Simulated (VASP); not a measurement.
Here is the system:

```xyz
2
Lattice="0.0000 2.9478 2.9478 2.9478 0.0000 2.9478 2.9478 2.9478 0.0000" Properties=species:S:1:pos:R:3 pbc="T T T"
In     0.0000     0.0000     0.0000
P      1.4739     1.4739     1.4739
```

These are vdW-DF-cx, VASP's PBE PAW potentials (set 64) (plane waves; VASP 6.6.1) values and carry that method's errors. Settings: 520 eV cut-off, Gaussian smearing of 0.050 eV, potentials In_d P.

Unless said otherwise, spin-orbit coupling is left out, though it shifts the bands of the heavy elements here.

Task: Give the energies of bands 7 to 12 at the high-symmetry points, in eV from the valence-band maximum.

Result: 
```csv
band,Γ,X,U,L,W
7,0.00,-5.73,-5.58,-5.69,-5.58
8,0.00,-2.28,-3.26,-0.96,-2.91
9,0.00,-2.28,-1.91,-0.96,-2.87
10,0.54,1.71,2.29,1.38,4.23
11,4.03,2.20,4.30,4.75,4.26
12,4.03,9.04,7.41,4.75,5.45
```

The gap is direct, 0.54 eV, from the valence maximum at Γ to the conduction minimum at Γ.

Measured: gap 1.47 eV (computed value off by -0.93 eV), as given by Wei Chen et al., Physical Review Materials (2018), doi:10.1103/physrevmaterials.2.073803 [zero-point renormalisation of 0.05 eV added back (the table's ZPR column)].

The compound is InP in the zinc blende structure. It was relaxed first.
